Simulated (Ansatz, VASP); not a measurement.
One calculation of BiW, two programs

Contents of INCAR:

```
PREC = Accurate
ENCUT = 520
EDIFF = 1E-6
ISMEAR = -1
SIGMA = 0.1
LREAL = False
LASPH = True
NELM = 80
ALGO = Normal
ISIF = 2
LWAVE = False
LCHARG = False
GGA = CA
NBANDS = 22
```

KPOINTS

```
Automatic mesh
0
Gamma
  11 11 11
```

POSCAR

```
BiW
1.0
    2.8463030924      0.0000000000      0.0000000000
    0.0000000000      2.8463030924      0.0000000000
    0.0000000000      0.0000000000      2.8463030924
W Bi
1 1
Direct
    0.0000000000      0.0000000000      0.0000000000
    0.5000000000      0.5000000000      0.5000000000
```

Input for Ansatz:

```yaml
crystal:
  lattice:
    - [2.8463030924, 0.0, 0.0]
    - [0.0, 2.8463030924, 0.0]
    - [0.0, 0.0, 2.8463030924]
  atoms:
    - { symbol: W, position: [0.0, 0.0, 0.0] }
    - { symbol: Bi, position: [0.5, 0.5, 0.5] }
kpoints:
  mp_grid: { grid: [11, 11, 11] }
scf:
  occupations: { method: fermi_dirac, width: 0.1 }
hamiltonian:
  xc: lda
  pseudopotentials: { kind: paw }
output:
  forces: true
  stress: true
  eigenvalues: true
  populations: true
```

Change from the starting cell: volume scaled by 0.6, PAW files.

Alike in both runs: task single point; functional LDA; k mesh 11 × 11 × 11; occupations fermi-dirac, width 0.1 eV; no spin polarisation.

|  | VASP | Ansatz |
| --- | --- | --- |
| version | VASP 6.6.1 | Ansatz 0.2.0 |
| potentials or method | VASP PAW LDA potentials, release 64 (W_sv, Bi_d) | PAW with Ansatz's default frozen-core files, scalar-relativistic |
| plane-wave cutoff (eV) | 520 | 420 |
| valence electrons in the cell | 29 | 29 |

Ansatz gave:

| Quantity | Value |
| --- | --- |
| pressure (GPa) | 286.0 |

Estimate VASP's values.

pressure (GPa): 291.7.

Caveats: the cell as given lies far from equilibrium; so large a pressure means that the cell lies far from this level's equilibrium, or that cutoff or potentials fall short (VASP); spin-orbit coupling is left out, which moves the levels of the heavy elements.
